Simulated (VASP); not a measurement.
An input for Quantum ESPRESSO's pw.x (written as the equivalent of a VASP run, and not itself run):

```
&CONTROL
  calculation = 'vc-relax'
  pseudo_dir = './pseudo'
  outdir = './out'
  tprnfor = .true.
  tstress = .true.
  nstep = 40
  forc_conv_thr = 0.00078
/
&SYSTEM
  ibrav = 0
  nat = 2
  ntyp = 2
  ecutwfc = 82.3
  occupations = 'smearing'
  smearing = 'gaussian'
  degauss = 0.003675
  input_dft = 'pbesol'
/
&ELECTRONS
  conv_thr = 7.3e-08
  electron_maxstep = 100
/
&IONS
/
&CELL
  press = 50
/
ATOMIC_SPECIES
  Sr 87.620 Sr.upf
  Te 127.600 Te.upf
CELL_PARAMETERS angstrom
     0.0000000    3.3072879    3.3072879
     3.3072879    0.0000000    3.3072879
     3.3072879    3.3072879    0.0000000
ATOMIC_POSITIONS crystal
  Sr   0.0000000  0.0000000  0.0000000
  Te   0.5000000  0.5000000  0.5000000
K_POINTS automatic
  7 7 7 0 0 0
```

Task: Translate this input to VASP (INCAR, KPOINTS, POSCAR, choice of POTCAR).

Result: This is not unique; one that fits is 
File KPOINTS:
```
Automatic mesh
0
Gamma
7 7 7
0 0 0
```

**POSCAR**
```
SrTe
1
    0.0000000000     3.3072879434     3.3072879434
    3.3072879434     0.0000000000     3.3072879434
    3.3072879434     3.3072879434     0.0000000000
Sr Te
1 1
Direct
  0.0000000000   0.0000000000   0.0000000000
  0.5000000000   0.5000000000   0.5000000000
```

### INCAR
```
! general
SYSTEM  = SrTe
PREC    = Accurate
ENCUT   = 500
LREAL   = .FALSE.   ! projection in real space or not
LASPH   = .TRUE.   ! aspherical one-centre terms

! electronic loop
EDIFF   = 1E-6   ! SCF stop (eV)
NELM    = 100
ALGO    = Normal   ! blocked Davidson
LMAXMIX = 4

! smearing
ISMEAR  = 0   ! Gaussian
SIGMA   = 0.05   ! width (eV)

! functional
GGA     = PS

! ions
IBRION  = 2   ! conjugate gradients
NSW     = 40   ! most ionic steps
ISIF    = 3
EDIFFG  = -0.02   ! ionic stop
PSTRESS = 50   ! kbar

! output
LWAVE   = .FALSE.
LCHARG  = .FALSE.
```

POTCAR, in this order: Sr_sv Te (PBE.64 set). Program: vasp_std.

The two are equivalent in intent, not identical: the potentials are each code's own (VASP's PAW set, PseudoDojo norm-conserving files in pw.x), so ENCUT and ecutwfc are chosen apart and not converted; conv_thr bounds pw.x's estimated SCF error, while EDIFF bounds the energy change between steps; forc_conv_thr acts on force components and is met together with etot_conv_thr.

The compound is SrTe in the rock salt structure. This run relaxes it under an external pressure of 5 GPa. Symmetry was kept, so distortions that lower it aren't found.
